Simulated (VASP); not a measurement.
# A VASP study of LaBRh3 (rev-vdW-DF2): structure first, properties next, part 2 of 2

Aim: relax LaBRh3, then compute properties on the relaxed cell. The start is a cell from a database of measured crystal structures.

VASP 6.6.1; rev-vdW-DF2; plane waves and PAW (La, B, Rh_pv).

Still holding for the runs below: This run has no spin polarisation. Its electron count is odd, so without a moment it is a metal by construction. The k-mesh is coarse for a metal.

So far. Step 10 (Volume scan with rev-vdW-DF2 (run 4)): The run ends at a pressure of 0.02 GPa.

## Step 11: Volume scan with rev-vdW-DF2 (run 5) (continued)

The pressure falls from 0.02 to -3.31 GPa.

The run ends at a pressure of -3.31 GPa.

## Step 12: Volume scan with rev-vdW-DF2 (run 6)

INCAR

```
SYSTEM = LaBRh3
PREC = Accurate
ENCUT = 420
EDIFF = 1E-06
NELM = 100
ISMEAR = 1
SIGMA = 0.2
LREAL = .FALSE.
ALGO = Normal
GGA = MK
AGGAC = 0
LUSE_VDW = .TRUE.
PARAM1 = 0.1234
PARAM2 = 0.711357
ZAB_VDW = -1.8867
LASPH = .TRUE.
NBANDS = 36
LORBIT = 11
LWAVE = .FALSE.
LCHARG = .FALSE.
KPAR = 4
ISIF = 2
```

POSCAR

```
LaBRh3
1.0
    4.3084647320      0.0000000000      0.0000000000
    0.0000000000      4.3084647320      0.0000000000
    0.0000000000      0.0000000000      4.3084647320
La B Rh
1 1 3
Direct
    0.0000000000      0.0000000000      0.0000000000
    0.5000000000      0.5000000000      0.5000000000
    0.0000000000      0.5000000000      0.5000000000
    0.5000000000      0.0000000000      0.5000000000
    0.5000000000      0.5000000000      0.0000000000
```

KPOINTS

```
Automatic mesh
0
Gamma
5 5 5
0 0 0
```

The projector-augmented-wave data sets are La, B and Rh_pv (PBE family, release 64).

Command:

```sh
> mpirun -np 4 vasp_std
```

Elapsed: 53 s, on 4 MPI ranks of AMD EPYC 7R43, shared host; peak memory 1.3 GiB.

The pressure falls from -3.31 to -6.28 GPa.

The run ends at a pressure of -6.28 GPa.

## Step 13: Volume scan with rev-vdW-DF2 (run 7)

A prediction first. A parabola through the 6 pressures of evenly scaled cells so far, P = 0.00 -176.0 t +415 t² GPa with t = ln(V/V₁) and V₁ the volume at scale 1, gives -8.85 GPa at t = +0.0583.

INCAR is that of step 12.

Changes to POSCAR since step 12:

```diff
@@ -2,5 +2,5 @@
 1.0
-    4.3084647320      0.0000000000      0.0000000000
-    0.0000000000      4.3084647320      0.0000000000
-    0.0000000000      0.0000000000      4.3084647320
+    4.3359079224      0.0000000000      0.0000000000
+    0.0000000000      4.3359079224      0.0000000000
+    0.0000000000      0.0000000000      4.3359079224
 La B Rh
```

KPOINTS is that of step 12.

Command:

```sh
> mpirun -np 4 vasp_std
```

The job ended after 57 s (4 MPI ranks; peak memory 1.3 GiB; 3.7 min of CPU time).

The pressure falls from -6.28 to -8.94 GPa. The parabola predicted -8.85 GPa, +0.09 GPa off.

## Step 14: Comparing the runs

Times are for 4 MPI ranks of AMD EPYC 7R43, shared host. The runs compared:

| no. | volume scale | energy above the lowest point (meV/atom) | pressure (GPa) | time | memory (GiB) |
| --- | --- | --- | --- | --- | --- |
| 1 | 0.94 | 36.27 | 12.50 | 48 s | 1.2 |
| 2 | 0.96 | 16.15 | 7.856 | 45 s | 1.2 |
| 3 | 0.98 | 4.34 | 3.718 | 48 s | 1.2 |
| 4 | 1 | 0 | 0.01758 | 49 s | 1.2 |
| 5 | 1.02 | 2.53 | -3.306 | 57 s | 1.4 |
| 6 | 1.04 | 11.11 | -6.279 | 53 s | 1.3 |
| 7 | 1.06 | 25.04 | -8.941 | 57 s | 1.3 |

## Step 15: Fit for rev-vdW-DF2

This step: Birch-Murnaghan fit, rev-vdW-DF2; plane waves and PAW (VASP 6.6.1).

This step runs nothing: it gathers the runs above.

Numbers from this step:

```yaml
pressure_derivative_of_the_bulk_modulus: 4.361
r_m_s_error_of_the_fit: 3.04e-5 eV/atom
minimum_inside_the_sampled_range: yes
bulk_modulus: 173.9 GPa
equilibrium_volume_of_the_fit: 15.42 Å³/atom
```

Table of energy above the fitted minimum by volume:

| volume (Å³/atom) | energy above the fitted minimum (eV/atom) |
| --- | --- |
| 14.457 | 0.0363 |
| 14.765 | 0.0161 |
| 15.073 | 0.00433 |
| 15.380 | -5.9e-6 |
| 15.688 | 0.00252 |
| 15.995 | 0.0111 |
| 16.303 | 0.0250 |

The fitted volume lies +0.23 % from the relaxed one. At a finite cutoff and mesh the minimum of the energy and the zero of the stress don't quite coincide, and the relaxation stops at a threshold.

## Step 16: Field gradients at the nuclei (rev-vdW-DF2)

This step: rev-vdW-DF2; plane waves and PAW (La, B, Rh_pv) (VASP 6.6.1).

Field gradients probe how far the charge around each nucleus departs from cubic symmetry; LASPH keeps the non-spherical terms inside the spheres.

Changes to INCAR since step 13:

```diff
@@ -3,3 +3,3 @@
 ENCUT = 420
-EDIFF = 1E-06
+EDIFF = 1E-07
 NELM = 100
@@ -21,2 +21,2 @@
 KPAR = 4
-ISIF = 2
+LEFG = .TRUE.
```

Changes to POSCAR since step 13:

```diff
@@ -2,5 +2,5 @@
 1.0
-    4.3359079224      0.0000000000      0.0000000000
-    0.0000000000      4.3359079224      0.0000000000
-    0.0000000000      0.0000000000      4.3359079224
+    4.2525043105      0.0000000000      0.0000000000
+    0.0000000000      4.2525043105      0.0000000000
+    0.0000000000      0.0000000000      4.2525043105
 La B Rh
```

KPOINTS is that of step 13.

Command:

```sh
> mpirun -np 4 vasp_std
```

Wall time 54 s (4 MPI ranks); peak memory 1.2 GiB.

Numbers from this step:

- SCF cycles: 16
- free energy (TOTEN): -25.88 eV
- energy at zero smearing: -25.88 eV
- Fermi energy: 10.22 eV
- pressure: 0.02879 GPa

Electric field gradients, by row:

| atom | Vxx (V/Å²) | Vyy (V/Å²) | Vzz (V/Å²) | asymmetry |
| --- | --- | --- | --- | --- |
| La1 | 0 | 0 | 0 | - |
| B2 | 0 | 0 | 0 | - |
| Rh3 | 46.46 | 46.46 | -92.92 | 0 |
| Rh4 | 46.46 | 46.46 | -92.92 | 0 |
| Rh5 | 46.46 | 46.46 | -92.92 | 0 |

The largest gradient, -92.92 V/Å², sits on Rh3 and like sites; the stable nuclei of Rh have no quadrupole moment in their ground state, so NMR and NQR don't see it.

## Step 17: Outcome

```
relaxed volume                            : 15.38 Å³/atom
relaxed conventional cell a, b, c         : 4.253, 4.253, 4.253 Å
space group after relaxing, within 0.02 Å : Pm-3m (No. 221)
band gap                                  : none, a metal
DOS at the Fermi level                    : 5.36 states/eV/cell
highest zone-centre mode                  : 472 cm⁻¹
bulk modulus from the fit                 : 174 GPa
volume from the fit                       : 15.4 Å³/atom
largest field gradient Vzz                : -92.92 V/Å² on Rh3
```

**Reading.** With rev-vdW-DF2, LaBRh3 relaxes to 15.38 Å³/atom in space group Pm-3m (held by the symmetry of the run), comes out as a metal and has a bulk modulus of 174 GPa. Against the listed cell the volume lies +0.7 %. Band structure (rev-vdW-DF2): Of the bands kept, 4 cross the Fermi level on this path. Zone-centre phonons (rev-vdW-DF2): The highest mode in this list at Γ, 472.3 cm⁻¹, is mostly motion of B (87 % of the kinetic energy). Spin-orbit coupling is left out, and with elements this heavy it would split and shift bands near the Fermi level. The k-sampling is coarse for a metal, so the Fermi level, pressures and the shape of the cell carry errors. With an odd electron count and no spin the cell is a metal by construction. Modes at Γ alone can't show that the crystal is stable at other wave vectors. No search among competing phases was made, and a listed structure need not be the one stable at ambient conditions. All values are for a static lattice at zero temperature.

[Lines on the potential files, build, host, timing and source positions are cut from VASP's logs without a mark.]

[Logs are printed without paths, hosts, clocks, repeated set-up lines and the standing remarks that a program may print on its own settings, such as how far it seeks lower states.]

[Hosts, paths, dates, database ids (printed as entryN), source tags and the programs' standing remarks are cut or masked in the printed files.]

[A measured line is paired with the nearest computed mode of its activity, which favours agreement.]
